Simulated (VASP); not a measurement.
These are LDA (Ceperley-Alder, Perdew-Zunger), VASP's LDA PAW potentials (set 64) (plane waves; VASP) values and carry that method's errors.

The input files of a VASP run:

File POSCAR:
```
SrVO3
1
    3.7519075404     0.0000000000     0.0000000000
    0.0000000000     3.7519075404    -0.0000000000
   -0.0000000000     0.0000000000     3.7519075404
Sr V O
1 1 3
Direct
  0.0000000000   0.0000000000   0.0000000000
  0.5000000000   0.5000000000   0.5000000000
  0.5000000000   0.0000000000   0.5000000000
  0.0000000000   0.5000000000   0.5000000000
  0.5000000000   0.5000000000   0.0000000000
```

### KPOINTS
```
Automatic mesh
0
Gamma
8 8 8
0 0 0
```

INCAR:
```
ALGO=Normal
EDIFF=1E-6
EDIFFG=-0.02
ENCUT=620
IBRION=2
ISIF=3
ISMEAR=1
LASPH=.True.
LCHARG=.False.
LMAXMIX=4
LREAL=.False.
LWAVE=.False.
NELM=100
NSW=40
PREC=Accurate
PSTRESS=50
SIGMA=0.1
SYSTEM=SrVO3
```

POTCAR, in this order: Sr_sv V_sv O (LDA.64 set). Program: vasp_std.

The run wrote:

OSZICAR:
```
       N       E                     dE             d eps       ncg     rms          rms(c)
DAV:   1     0.501796401145E+03    0.50180E+03   -0.26684E+04  1680   0.207E+03
DAV:   2    -0.219152571646E+02   -0.52371E+03   -0.51914E+03  2128   0.537E+02
DAV:   3    -0.527068673787E+02   -0.30792E+02   -0.30574E+02  1744   0.138E+02
DAV:   4    -0.536604470554E+02   -0.95358E+00   -0.95304E+00  2920   0.217E+01
DAV:   5    -0.536696851980E+02   -0.92381E-02   -0.92386E-02  1968   0.177E+00    0.457E+01
DAV:   6    -0.450720715492E+02    0.85976E+01   -0.88157E+01  2336   0.771E+01    0.203E+01
DAV:   7    -0.442541928399E+02    0.81788E+00   -0.25513E+01  1944   0.480E+01    0.202E+01
DAV:   8    -0.436717554893E+02    0.58244E+00   -0.37745E+00  1864   0.190E+01    0.183E+00
DAV:   9    -0.436737958611E+02   -0.20404E-02   -0.14892E-01  2136   0.285E+00    0.104E+00
DAV:  10    -0.436689829814E+02    0.48129E-02   -0.34206E-02  1952   0.191E+00    0.256E-01
DAV:  11    -0.436688648227E+02    0.11816E-03   -0.23360E-03  2032   0.367E-01    0.909E-02
DAV:  12    -0.436688489137E+02    0.15909E-04   -0.89598E-05  2136   0.800E-02    0.739E-02
DAV:  13    -0.436688341861E+02    0.14728E-04   -0.11024E-04  1984   0.104E-01    0.135E-02
DAV:  14    -0.436688343737E+02   -0.18755E-06   -0.59348E-06  1984   0.213E-02
   1 F= -.42020612E+02 E0= -.42019795E+02  d E =-.420206E+02
```

File OUTCAR:
```
------------------------ aborting loop because EDIFF is reached ----------------------------------------
  FORCE on cell =-STRESS in cart. coord.  units (eV):
  Direction    XX          YY          ZZ          XY          YZ          ZX
  --------------------------------------------------------------------------------------
  Total        1.6631634      1.6631634      1.6631634      0.0000000      0.0000000      0.0000000
  in kB       50.4532466     50.4532466     50.4532466      0.0000000      0.0000000      0.0000000
  external PRESSURE =       0.4532466 kB  Pullay stress =      50.0000000 kB
  volume of cell :       52.81
      direct lattice vectors                 reciprocal lattice vectors
     3.751907540  0.000000000  0.000000000     0.266531088  0.000000000  0.000000000
     0.000000000  3.751907540  0.000000000     0.000000000  0.266531088  0.000000000
     0.000000000  0.000000000  3.751907540     0.000000000  0.000000000  0.266531088
 POSITION                                       TOTAL-FORCE (eV/Angst)
 -----------------------------------------------------------------------------------
      0.00000      0.00000      0.00000         0.000000      0.000000      0.000000
      1.87595      1.87595      1.87595         0.000000      0.000000      0.000000
      1.87595      0.00000      1.87595         0.000000      0.000000      0.000000
      0.00000      1.87595      1.87595         0.000000      0.000000      0.000000
      1.87595      1.87595      0.00000         0.000000      0.000000      0.000000
 -----------------------------------------------------------------------------------
    total drift:                                0.000000      0.000000     -0.000000
  FREE ENERGIE OF THE ION-ELECTRON SYSTEM (eV)
  ---------------------------------------------------
  free  energy   TOTEN  =       -43.6688343737 eV

  energy  without entropy=      -43.6663824338  energy(sigma->0) =      -43.66801706
  enthalpy is  TOTEN    =       -42.0206120042 eV   P V=        1.6482223695

 reached required accuracy - stopping structural energy minimisation
```
(Selected blocks of OUTCAR.)

The compound is SrVO3 in the cubic perovskite structure. It was relaxed first under an external pressure of 5 GPa. The run is not spin-polarised, so no magnetic state was tried. The electron count is odd and the run is not spin-polarised, which forces a metal.
